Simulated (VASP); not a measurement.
Here is the system:

```
AlRu
1.0
    2.97595     0.00000     0.00000
    0.00000     2.97595     0.00000
    0.00000     0.00000     2.97595
Al Ru
1 1
Cartesian
  1.48798   1.48798   1.48798
  0.00000   0.00000   0.00000
```

Calculation: PW91 GGA, VASP's PBE PAW potentials (set 64) (plane waves; VASP). Run with 520 eV cut-off, 12×12×12 Γ-centred mesh, first-order Methfessel-Paxton smearing of 0.10 eV, potentials Al Ru_pv.

**Question.** Give the stress tensor in GPa (positive for a compressed cell).

**Answer.** 
```
6.42  0.00  0.00
0.00  6.42  0.00
0.00  0.00  6.42
```
The pressure is its mean diagonal, 6.42 GPa.

The compound is RuAl in the CsCl type structure. This cell is one point of a volume scan, at 0.97 of the reference volume. The electron count is odd and the run is not spin-polarised, which forces a metal.
